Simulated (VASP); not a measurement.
OSZICAR of a VASP run on MnSe (space group P4/nmm):

### OSZICAR
```
       N       E                     dE             d eps       ncg     rms          rms(c)
DAV:   1     0.255265222707E+03    0.25527E+03   -0.16419E+04   752   0.969E+02
DAV:   2    -0.941795931836E+01   -0.26468E+03   -0.25257E+03   696   0.307E+02
DAV:   3    -0.273202386023E+02   -0.17902E+02   -0.17217E+02   790   0.838E+01
DAV:   4    -0.277580555735E+02   -0.43782E+00   -0.43463E+00   723   0.120E+01
DAV:   5    -0.277647634562E+02   -0.67079E-02   -0.67052E-02   756   0.167E+00    0.147E+01
DAV:   6    -0.280641329802E+02   -0.29937E+00   -0.25657E+01   684   0.481E+01    0.197E+01
DAV:   7    -0.254808381506E+02    0.25833E+01   -0.10766E+01   676   0.358E+01    0.641E+00
DAV:   8    -0.255466702702E+02   -0.65832E-01   -0.85809E-01   677   0.494E+00    0.350E+00
DAV:   9    -0.255090572635E+02    0.37613E-01   -0.14452E-01   732   0.340E+00    0.120E+00
DAV:  10    -0.255151292801E+02   -0.60720E-02   -0.27500E-02   697   0.115E+00    0.588E-01
DAV:  11    -0.255150030261E+02    0.12625E-03   -0.53536E-03   707   0.653E-01    0.167E-01
DAV:  12    -0.255150720762E+02   -0.69050E-04   -0.94938E-04   713   0.186E-01    0.614E-02
DAV:  13    -0.255150652788E+02    0.67974E-05   -0.38660E-05   732   0.502E-02    0.423E-02
DAV:  14    -0.255150642219E+02    0.10569E-05   -0.24872E-05   712   0.210E-02    0.113E-02
DAV:  15    -0.255150646482E+02   -0.42624E-06   -0.88529E-07   433   0.677E-03
   1 F= -.25515065E+02 E0= -.25433030E+02  d E =-.164070E+00  mag=     7.7373
```

### Question
Which electronic solver shows in the log?

### Answer
It is blocked Davidson (ALGO = Normal, or the opening steps of other solvers). The INCAR had ALGO = Normal.

### Question
How was spin treated?

### Answer
Collinear spin (ISPIN = 2): the summary line carries one mag value, 7.74 μB in the cell.

### Question
Can the final energy be trusted as converged?

### Answer
The run converged. It stopped with EDIFF = 1E-6, NELM = 100 (LDA (Ceperley-Alder, Perdew-Zunger), plane waves, VASP's LDA PAW potentials (set 64)).  The moments were started parallel, and other spin orders were not tried in this run.

The structure was generated: MnSe was put into an ordered model structure, which need not be its known phase. The cell was not relaxed at this level. The k-mesh is coarse (spacing up to 0.49 per Å, 2π included), so the numbers may not be converged in it. The run is one of a series of settings (GGA removed, POTCAR Mn_pv Se (LDA.64 set) against the base run), some of them coarse on purpose.
